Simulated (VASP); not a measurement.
Given:

```
CELL_PARAMETERS angstrom
      0.00000     3.11366     3.11366
      3.11366     0.00000     3.11366
      3.11366     3.11366     0.00000
ATOMIC_POSITIONS crystal
  Ba 0.00000 0.00000 0.00000
  F  0.25000 0.25000 0.25000
  F  0.75000 0.75000 0.75000
```

All values below come from r2SCAN meta-GGA, VASP's PBE PAW potentials (set 64) (plane waves; VASP 6.6.1). Run with PREC = Normal, EDIFF = 1E-5, 450 eV cut-off, 8×8×8 Γ-centred mesh, Gaussian smearing of 0.050 eV, potentials Ba_sv F.

At this cut-off the stress carries a Pulay error, which pulls relaxed volumes low.

Question: What does the run give for the energy per atom (σ→0), pressure?

Answer: 
```json
{
  "energy per atom (σ→0)": "-1449.7 kJ/mol-atom",
  "pressure": "-1.30 GPa"
}
```

The absolute energy has meaning only against runs of the same code, potentials and settings.

The compound is BaF2 in the fluorite structure. It was relaxed first.
